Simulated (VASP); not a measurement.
```
GeS
1.0
    3.65787     0.00000     0.00000
    0.00000     4.15524     0.00000
    0.00000     0.00000    10.31569
Ge S
4 4
Cartesian
  0.91447   1.58756   3.91954
  0.91447   0.49006   9.07739
  2.74340   2.56768   6.39615
  2.74340   3.66518   1.23831
  0.91447   2.06709   1.52774
  0.91447   0.01053   6.68558
  2.74340   2.08815   8.78795
  2.74340   4.14471   3.63011
```

These are PBEsol GGA, VASP's PBE PAW potentials (set 64) (plane waves; VASP 6.6.1) values and carry that method's errors. Run with 400 eV cut-off, 7×6×3 Γ-centred mesh, tetrahedra with Blöchl corrections, potentials Ge_d S.

Question: Estimate the energy per atom (σ→0).

Answer: 
energy per atom (σ→0): -4.958 eV/atom

Total energies compare only between runs with the same potentials, cut-off and functional.

The compound is GeS in the sg62 structure. It was relaxed first.
